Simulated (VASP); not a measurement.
**HPbNO4 under changes of volume**

One of the cells (14.774 Å³/atom); the others are scaled copies at fixed shape and fractional positions:

```
H Pb N O
1.0
     4.23191    0.00000    0.00000
     2.03511    3.86495    0.00000
     2.06042    1.28747    6.32292
H Pb N O
1 1 1 4
Direct
  0.89145 0.68202 0.62796
  0.14426 0.92872 0.88352
  0.25670 0.28861 0.30171
  0.83108 0.65056 0.78405
  0.38694 0.22380 0.11295
  0.31104 0.03576 0.45856
  0.07726 0.60633 0.32275
```

The cell was built by a generator and needn't be a form met in nature.

```yaml
Program: VASP 6.6.1
Functional: PBE
Potentials_or_basis: VASP PAW PBE potentials, release 64 (H, Pb_d, N, O)
Cutoff: 520 eV
k_mesh: 7 × 7 × 5
Occupations: fermi-dirac, width 0.05 eV
Spin: no spin polarisation
```

| volume (Å³/atom) | energy over the lowest point (meV/atom) | pressure (GPa) | gap on the mesh (eV) | largest force (eV/Å) |
| --- | --- | --- | --- | --- |
| 13.615 | ? | ? | ? | ? |
| 13.905 | 10.48 | 4.9 | 2.82 | 1.637 |
| 14.195 | 3.17 | 2.6 | 2.80 | 1.004 |
| 14.774 | 0.00 | -1.3 | 2.77 | 0.176 |
| 15.064 | 3.37 | -2.9 | 2.76 | 0.621 |
| 15.353 | 9.60 | -4.4 | 2.74 | 1.084 |

Task: What does the run at 13.615 Å³/atom give?

Result: Energy over the lowest point 22.17 meV/atom; pressure 7.5 GPa; gap on the mesh 2.83 eV; largest force 2.323 eV/Å.

Worked out: A Birch-Murnaghan fit of order 3 (a polynomial in V^(-2/3)) to the other rows has its minimum at 14.61 Å³/atom with B0 = V·E''(V) = 94 GPa and B' = 4.3 at fixed shape and positions, which overstates the stiffness. It gives 22.18 meV/atom at 13.615 Å³/atom, against the run's 22.17, and -dE/dV = 7.8 GPa, against 7.5. A straight line through the other rows of the gap, of slope -0.774 eV per unit of ln V, extrapolates to 2.83 eV, against the run's 2.83.

Energies are extrapolated to zero smearing.

Caveats: spin-orbit coupling is left out, which as a rule narrows the gap of such compounds by several tenths of an eV; an odd mesh through Γ misses points on the zone boundary, where band edges often lie; the standard files for N, O and F lose accuracy on very short bonds (some runs); forces of over 1 eV/Å show positions far from the minimum, so gaps and moduli don't describe the material at rest (some runs).
